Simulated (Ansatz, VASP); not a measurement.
# Cross-check of Ge2WN4 (WGe2N4 bilayer, AB) between VASP and Ansatz, part 2 of 3

Aim: how closely do two programs agree when they are given the same cell, functional and k mesh? Of the first pair: The structure shown is the start of the Ansatz relaxation below; VASP solves that cell, so the two are compared at the walk's first step.

VASP 6.6.1 and Ansatz 0.2.0.

So far: The structure; Ansatz: relaxation, PBE with D3(BJ).

## (3) VASP: single point, PBE with D3(BJ), start cell, pair 1

Level of this step: PBE with D3(BJ), no spin polarisation; plane waves and PAW (N, Ge_d, W) (VASP).

The same cell, functional, mesh and smearing now go to VASP, with its own data sets.

Lines of VASP's logs that name or quote its potential files are left out, and so is its time.

Contents of INCAR:

```
SYSTEM = Ge2WN4
PREC = Accurate
ENCUT = 520
EDIFF = 1E-06
NELM = 120
ISMEAR = -1
SIGMA = 0.05
LREAL = .FALSE.
ALGO = Normal
GGA = PE
IVDW = 12
NBANDS = 68
LASPH = .TRUE.
LORBIT = 11
LWAVE = .FALSE.
LCHARG = .FALSE.
ISIF = 2
LDIPOL = .TRUE.
IDIPOL = 3
DIPOL = 0.5 0.5 0.5
LVHAR = .TRUE.
GGA_COMPAT = .FALSE.
EFERMI = MIDGAP
NELMDL = -8
KPAR = 4
```

Contents of POSCAR:

```
Ge2WN4
1.0
    3.0200000000      0.0000000000      0.0000000000
   -1.5100000000      2.6153970000      0.0000000000
    0.0000000000      0.0000000000     66.8290570000
N Ge W
8 4 2
Direct
    0.0000000000      0.0000000000      0.3658588210
    0.3333333333      0.6666666667      0.4021867913
    0.3333333333      0.6666666667      0.4397303407
    0.0000000000      0.0000000000      0.4760583259
    0.3333333333      0.6666666667      0.5239416890
    0.6666666667      0.3333333333      0.5602696593
    0.6666666667      0.3333333333      0.5978132087
    0.3333333333      0.6666666667      0.6341411790
    0.3333333333      0.6666666667      0.3746538575
    0.3333333333      0.6666666667      0.4672632744
    0.6666666667      0.3333333333      0.5327367256
    0.6666666667      0.3333333333      0.6253461425
    0.0000000000      0.0000000000      0.4209585660
    0.3333333333      0.6666666667      0.5790414340
```

Contents of KPOINTS:

```
Automatic mesh
0
Gamma
12 12 1
0 0 0
```

PAW data sets: N, Ge_d and W (PBE family, release 64).

The run is started by

```bash
mpirun -np 4 vasp_std
```

Numbers of over 12 decimals in the logs are rounded to 6 here.

Output:

```text
[banner, memory and clock lines left out]
running    4 mpi-ranks, on    1 nodes
 distrk:  each k-point on    1 cores,    4 groups
 distr:  one band on    1 cores,    1 groups

 POSCAR found type information on POSCAR N GeW
 POSCAR found :  3 types and      14 ions
 LDA part: xc-table for (Slater+PW92), standard interpolation
|                                                                             |
|           W    W    AA    RRRRR   N    N  II  N    N   GGGG   !!!           |
|           W    W   A  A   R    R  NN   N  II  NN   N  G    G  !!!           |
|           W    W  A    A  R    R  N N  N  II  N N  N  G       !!!           |
|           W WW W  AAAAAA  RRRRR   N  N N  II  N  N N  G  GGG   !            |
|           WW  WW  A    A  R   R   N   NN  II  N   NN  G    G                |
|           W    W  A    A  R    R  N    N  II  N    N   GGGG   !!!           |
|                                                                             |
|     One of the lattice vectors is very long (>50 A), but AMIN is rather     |
|     large. This can spoil convergence since charge sloshing might occur     |
|     along the long lattice vector. If problems with convergence are         |
|     observed, try to decrease AMIN to a smaller value (e.g. 0.01).          |
|     Note: This warning only applies if the self-consistency cycle is        |
|     used.                                                                   |
|                                                                             |

 POSCAR, INCAR and KPOINTS ok, starting setup
 FFT: planning ... GRIDC
 FFT: planning ... GRID_SOFT
 FFT: planning ... GRID
 WAVECAR not read
 entering main loop
       N       E                     dE             d eps       ncg     rms          rms(c)
DAV:   1     0.137777709733E+04    0.13778E+04   -0.48912E+04  3536   0.223E+03
DAV:   2     0.141597147157E+03   -0.12362E+04   -0.11878E+04  3188   0.680E+02
DAV:   3    -0.112011697068E+03   -0.25361E+03   -0.24972E+03  3540   0.220E+02
DAV:   4    -0.131720860570E+03   -0.19709E+02   -0.19525E+02  3272   0.793E+01
DAV:   5    -0.132551901144E+03   -0.83104E+00   -0.82784E+00  3824   0.145E+01
DAV:   6    -0.132579858968E+03   -0.27958E-01   -0.27932E-01  3792   0.242E+00
DAV:   7    -0.132580544933E+03   -0.68596E-03   -0.68565E-03  3928   0.356E-01
DAV:   8    -0.132580574259E+03   -0.29327E-04   -0.29320E-04  3800   0.647E-02    0.489E+01
DAV:   9    -0.114284987733E+03    0.18296E+02   -0.82958E+01  3992   0.528E+01    0.134E+01
DAV:  10    -0.113991155271E+03    0.29383E+00   -0.93860E+00  3236   0.133E+01    0.153E+01
DAV:  11    -0.113727634910E+03    0.26352E+00   -0.66670E-01  3352   0.584E+00    0.422E+00
DAV:  12    -0.113713621267E+03    0.14014E-01   -0.34453E-01  3600   0.250E+00    0.745E-01
DAV:  13    -0.113712375061E+03    0.12462E-02   -0.28698E-02  3364   0.972E-01    0.728E-01
DAV:  14    -0.113713385705E+03   -0.10106E-02   -0.61895E-03  3380   0.401E-01    0.214E-01
[...]
DAV:  22    -0.113713689740E+03   -0.85068E-04   -0.51004E-06  2312   0.514E-03    0.198E-03
DAV:  23    -0.113713723124E+03   -0.33384E-04   -0.74243E-07  2216   0.364E-03    0.169E-03
DAV:  24    -0.113713748337E+03   -0.25212E-04   -0.50981E-07  2036   0.255E-03    0.664E-04
DAV:  25    -0.113713761387E+03   -0.13050E-04   -0.19402E-07  1960   0.195E-03    0.105E-03
DAV:  26    -0.113713768378E+03   -0.69911E-05   -0.19341E-07  1952   0.125E-03    0.286E-04
DAV:  27    -0.113713770624E+03   -0.22455E-05   -0.40945E-08  1792   0.903E-04    0.194E-04
DAV:  28    -0.113713772942E+03   -0.23189E-05   -0.51679E-08  1776   0.607E-04    0.113E-04
DAV:  29    -0.113713773796E+03   -0.85365E-06   -0.19935E-08  1784   0.540E-04
   1 F= -.11728747E+03 E0= -.11728747E+03  d E =-.798608E-08
```

Parts of OUTCAR (step 3):

```text
ion  position               nearest neighbor table
   1  0.000  0.000  0.366-   9 1.84   9 1.84   9 1.84
   2  0.333  0.667  0.402-   9 1.84  13 2.15  13 2.15  13 2.15
   3  0.333  0.667  0.440-  10 1.84  13 2.15  13 2.15  13 2.15
   4  0.000  0.000  0.476-  10 1.84  10 1.84  10 1.84
   5  0.333  0.667  0.524-  11 1.84  11 1.84  11 1.84
   6  0.667  0.333  0.560-  11 1.84  14 2.15  14 2.15  14 2.15
   7  0.667  0.333  0.598-  12 1.84  14 2.15  14 2.15  14 2.15
   8  0.333  0.667  0.634-  12 1.84  12 1.84  12 1.84
   9  0.333  0.667  0.375-   2 1.84   1 1.84   1 1.84   1 1.84
  10  0.333  0.667  0.467-   3 1.84   4 1.84   4 1.84   4 1.84
  11  0.667  0.333  0.533-   6 1.84   5 1.84   5 1.84   5 1.84
  12  0.667  0.333  0.625-   7 1.84   8 1.84   8 1.84   8 1.84
  13  0.000  0.000  0.421-   3 2.15   2 2.15   3 2.15   2 2.15   3 2.15   2 2.15
  14  0.333  0.667  0.579-   6 2.15   7 2.15   6 2.15   7 2.15   6 2.15   7 2.15

  LATTYP: Found a hexagonal cell.
 ALAT       =     3.0200000000
 C/A-ratio  =    22.1288268212

 Subroutine GETGRP returns: Found  6 space group operations
 (whereof  6 operations were pure point group operations)

The static configuration has the point symmetry C_3v.

 Found     19 irreducible k-points:

   k-points           NKPTS =     19   k-points in BZ     NKDIM =     19   number of bands    NBANDS=     68

   dimension x,y,z NGX =    24 NGY =   24 NGZ =  500
   dimension x,y,z NGXF=    48 NGYF=   48 NGZF= 1000

   ENCUT  =  520.0 eV  38.22 Ry    6.18 a.u.   5.62  5.62124.26*2*pi/ulx,y,z

   NELECT =     108.0000    total number of electrons

 k-points in reciprocal lattice and weights: Automatic mesh
   0.00000000  0.00000000  0.00000000       0.007
   0.08333333  0.00000000  0.00000000       0.042
   0.16666667 -0.00000000  0.00000000       0.042
   0.25000000  0.00000000  0.00000000       0.042
   0.33333333  0.00000000  0.00000000       0.042
   0.41666667  0.00000000  0.00000000       0.042
   0.50000000  0.00000000  0.00000000       0.021
   0.08333333  0.08333333  0.00000000       0.042
   0.16666667  0.08333333  0.00000000       0.083
[...]
0.33333333  0.25000000  0.00000000       0.083
   0.33333333  0.33333333  0.00000000       0.014

 dipolmoment           0.000000      0.000000     -0.002302 electrons x Angstroem

 average (electrostatic) potential at core
       1 -70.8331       2 -70.6449       3 -70.6452       4 -70.8376       5 -70.8907
       6 -70.6979       7 -70.6976       8 -70.8858       9 -81.7705      10 -81.7773
      11 -81.8282      12 -81.8232      13 -48.0557      14 -48.1084

 E-fermi :  -0.9043

 k-point     1 :       0.0000    0.0000    0.0000
  band No.  band energies     occupation
    ...
     50      -4.2167      2.00000
     51      -3.8967      2.00000
     52      -3.5138      2.00000
     53      -1.9350      2.00000
     54      -1.7885      2.00000
     55       0.3036      0.00000
     56       0.3794      0.00000
     57       0.4360      0.00000
     58       0.5499      0.00000
     59       1.1126      0.00000
    ...

 k-point     2 :       0.0833    0.0000    0.0000
  band No.  band energies     occupation
    ...
     50      -4.3407      2.00000
     51      -3.6989      2.00000
     52      -3.4346      2.00000
     53      -1.8445      2.00000
     54      -1.7528      2.00000
     55       0.2553      0.00000
     56       0.3722      0.00000
     57       0.5512      0.00000
     58       0.6812      0.00000
     59       1.1010      0.00000
    ...

 k-point     3 :       0.1667   -0.0000    0.0000
  band No.  band energies     occupation
    ...
     50      -4.6447      2.00000
     51      -3.7264      2.00000
     52      -3.5242      2.00000
     53      -2.1416      2.00000
     54      -2.0884      2.00000
     55       0.3334      0.00000
     56       0.4662      0.00000
     57       0.7894      0.00000
     58       0.9084      0.00000
     59       1.0852      0.00000
    ...

 Edisp (eV)   -3.57369

  Total      -5.50879    -5.50879     0.99858    -0.00000     0.00000     0.00000
  in kB     -16.72081   -16.72081     3.03098    -0.00000     0.00000     0.00000
  external pressure =      -10.14 kB  Pullay stress =        0.00 kB

  energy-cutoff  :      520.00
  volume of cell :      527.85
      direct lattice vectors                 reciprocal lattice vectors
     3.020000000  0.000000000  0.000000000     0.331125828  0.191175565  0.000000000
    -1.510000000  2.615397000  0.000000000     0.000000000  0.382351131  0.000000000
     0.000000000  0.000000000 66.829057000     0.000000000  0.000000000  0.014963551

 POSITION                                       TOTAL-FORCE (eV/Angst)
 -----------------------------------------------------------------------------------
      0.00000      0.00000     24.45000         0.000000     -0.000000     -0.400399
     -0.00000      1.74360     26.87776        -0.000000      0.000000      1.553928
     -0.00000      1.74360     29.38676        -0.000000      0.000000     -1.542888
      0.00000      0.00000     31.81453        -0.000000      0.000000      0.399038
     -0.00000      1.74360     35.01453         0.000000     -0.000000     -0.409353
      1.51000      0.87180     37.44229         0.000000     -0.000000      1.542587
      1.51000      0.87180     39.95129         0.000000      0.000000     -1.553888
     -0.00000      1.74360     42.37906         0.000000      0.000000      0.400369
     -0.00000      1.74360     25.03776        -0.000000     -0.000000     -0.290049
     -0.00000      1.74360     31.22676        -0.000000      0.000000      0.365920
      1.51000      0.87180     35.60229        -0.000000      0.000000     -0.354713
      1.51000      0.87180     41.79129        -0.000000      0.000000      0.290026
      0.00000      0.00000     28.13226        -0.000000     -0.000000      0.011532
     -0.00000      1.74360     38.69679         0.000000      0.000000     -0.012110
 -----------------------------------------------------------------------------------
    total drift:                                0.000001     -0.000005      0.000236

  FREE ENERGIE OF THE ION-ELECTRON SYSTEM (eV)
  ---------------------------------------------------
  free  energy   TOTEN  =      -117.2874683059 eV

  energy  without entropy=     -117.2874682979  energy(sigma->0) =     -117.28746830

 vacuum level on the upper side and lower side of the slab         3.680         3.732

 total charge
# of ion       s       p       d       tot
------------------------------------------
    1        1.240   2.553   0.000   3.794
    2        1.236   2.508   0.000   3.744
    3        1.236   2.508   0.000   3.744
    4        1.241   2.554   0.000   3.795
    5        1.241   2.554   0.000   3.795
    6        1.236   2.508   0.000   3.744
    7        1.236   2.508   0.000   3.744
    8        1.240   2.553   0.000   3.794
    9        1.023   1.382  10.366  12.771
   10        1.023   1.382  10.366  12.771
   11        1.023   1.383  10.366  12.771
   12        1.023   1.382  10.366  12.771
   13        0.556   0.768   4.136   5.460
   14        0.556   0.768   4.136   5.460
--------------------------------------------------
tot         15.109  27.312  49.737  92.158

[... 3 further parts left out ...]
```

## (4) Differences

Known differences besides the potentials themselves: Ansatz cuts the interaction across the vacuum, VASP repeats the sheet with a dipole correction; the data sets hold 124 valence electrons in Ansatz (on its default PAW (the set named soft_2) files) and 108 in VASP; the cutoff is 420 eV in Ansatz and 520 eV in VASP. Total energies have different zeros and are not compared.

Forces on 8 of the 14 atoms, those with the largest forces and the largest differences (eV/Å; atoms numbered as in POSCAR):

| atom | Ansatz x, y, z | VASP x, y, z |
| --- | --- | --- |
| N1 | 0.000, 0.000, -0.438 | 0.000, 0.000, -0.400 |
| N2 | 0.000, 0.000, 1.574 | 0.000, 0.000, 1.554 |
| N3 | 0.000, 0.000, -1.563 | 0.000, 0.000, -1.543 |
| N4 | 0.000, 0.000, 0.437 | 0.000, 0.000, 0.399 |
| N5 | 0.000, 0.000, -0.447 | 0.000, 0.000, -0.409 |
| N6 | 0.000, 0.000, 1.563 | 0.000, 0.000, 1.543 |
| N7 | 0.000, 0.000, -1.574 | 0.000, 0.000, -1.554 |
| N8 | 0.000, 0.000, 0.438 | 0.000, 0.000, 0.400 |

The forces differ by 13 meV/Å r.m.s., which is 2.6 % of the r.m.s. force of 0.504 eV/Å (both taken over all components). With vacuum in the cell, a pressure given here is an average over mostly empty space and none of the material.

## (5) Ansatz: relaxation, PBE with D3(BJ)

This run makes the geometry at which the two programs are then compared.

The structure compared here is the end of the Ansatz relaxation.

Contents of input.yaml:

```yaml
crystal:
  lattice:
    - [3.02, 0.0, 0.0]
    - [-1.51, 2.6153967194, 0.0]
    - [0.0, 0.0, 66.8290571678]
  atoms:
    - { symbol: "N", position: [0.0, 0.0, 0.36585882] }
    - { symbol: Ge, position: [0.3333333333, 0.6666666667, 0.3746538585] }
    - { symbol: "N", position: [0.3333333333, 0.6666666667, 0.4021867922] }
    - { symbol: W, position: [0.0, 0.0, 0.4209585693] }
    - { symbol: "N", position: [0.3333333333, 0.6666666667, 0.4397303464] }
    - { symbol: Ge, position: [0.3333333333, 0.6666666667, 0.4672632801] }
    - { symbol: "N", position: [0.0, 0.0, 0.4760583185] }
    - { symbol: "N", position: [0.3333333333, 0.6666666667, 0.5239416815] }
    - { symbol: Ge, position: [0.6666666667, 0.3333333333, 0.5327367199] }
    - { symbol: "N", position: [0.6666666667, 0.3333333333, 0.5602696536] }
    - { symbol: W, position: [0.3333333333, 0.6666666667, 0.5790414307] }
    - { symbol: "N", position: [0.6666666667, 0.3333333333, 0.5978132078] }
    - { symbol: Ge, position: [0.6666666667, 0.3333333333, 0.6253461415] }
    - { symbol: "N", position: [0.3333333333, 0.6666666667, 0.63414118] }
  periodic: [true, true, false]
kpoints:
  mp_grid: { grid: [12, 12, 1] }
hamiltonian:
  xc: pbe
  dispersion: d3bj
scf:
  occupations: { method: fermi_dirac, width: 0.05 }
  convergence: { dr2_threshold: 1.0e-09 }
relax:
  f_tol: 0.004
  max_steps: 90
  cell: {}
output:
  write_potential: true
  write_density: true
  volumetric_format: npy
```

The run is started by

```bash
ansatz run input.yaml --threads 8 --pin off --max-ram 12288MiB --backend cpu --events-out ev --progress --plain --runs-dir out
```

Output:

```text
[...]
Crystal: 14 atoms, lattice volume = 527.849 Å³
Basis set: ecut = 420 eV, 10135 PW (Γ), exchange–correlation on 48×48×900 points (8 copies of the dense FFT grid, shifted against one another)
Bands: 76, of which v1, the nominal top of the filled ones, is band 62 counted from 1 (61 counted from 0)
Symmetry: 6 space group operations
[...]
- { symbol: N, position: [0.333333, 0.666667, 0.521070] }
    - { symbol: Ge, position: [0.666667, 0.333333, 0.530505] }
    - { symbol: N, position: [0.666667, 0.333333, 0.558572] }
    - { symbol: W, position: [0.333333, 0.666667, 0.576862] }
    - { symbol: N, position: [0.666667, 0.333333, 0.595157] }
    - { symbol: Ge, position: [0.666667, 0.333333, 0.623247] }
    - { symbol: N, position: [0.333333, 0.666667, 0.632764] }
[key lines of the parts left out:]
SCF converged after 3 iterations
Free energy (F): -41028.024666 eV
Fermi energy:    -4.622886 eV
P = ½ c Tr σ = -0.0036 N/m
```

(Continued in part 3 of 3.)

[Lines on the potential files, build, host, timing and source positions are cut from VASP's logs without a mark.]

[Logs are printed without paths, hosts, clocks, repeated set-up lines and the standing remarks that a program may print on its own settings, such as how far it seeks lower states.]

[Hosts, paths, dates, database ids (printed as entryN), source tags and the programs' standing remarks are cut or masked in the printed files.]
